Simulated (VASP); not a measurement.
```xyz
1
Lattice="-1.4009 1.4009 1.4009 1.4009 -1.4009 1.4009 1.4009 1.4009 -1.4009" Properties=species:S:1:pos:R:3 pbc="T T T"
Fe     0.0000     0.0000     0.0000
```
Starting moments (μB, in the order of the record's atoms Fe): 2.1.

Calculation: TPSS meta-GGA, VASP's PBE PAW potentials (set 64) (plane waves; VASP 6.6.1). Run with 520 eV cut-off, 20×20×20 Γ-centred mesh, tetrahedra with Blöchl corrections, potentials Fe.

Q: Give the spin-up energies of bands 1 to 6 at the high-symmetry points, in eV from the Fermi level.

A: 
```csv
band,Γ,H,N,P
1,-8.66,-5.17,-5.17,-3.37
2,-2.38,-5.17,-3.53,-3.37
3,-2.38,0.17,-1.09,-3.37
4,-2.38,0.17,-0.99,-0.95
5,-1.20,0.17,0.45,-0.95
6,-1.20,10.20,0.46,8.83
```

Q: Give the spin-down energies of bands 1 to 6 at the high-symmetry points, in eV from the Fermi level.

A: 
```
band      Γ      H      N      P
----  -----  -----  -----  -----
1     -8.46  -3.18  -3.84  -2.01
2     -0.51  -3.18  -1.86  -2.01
3     -0.51   2.32   0.60  -2.01
4     -0.51   2.32   1.62   2.15
5      1.82   2.32   2.10   2.15
6      1.82  10.49   2.63   9.74
```

It has no gap at this level: it comes out as a metal or semimetal.

The compound is Fe in the bcc structure. It was relaxed first, which changed the volume by -7 %.
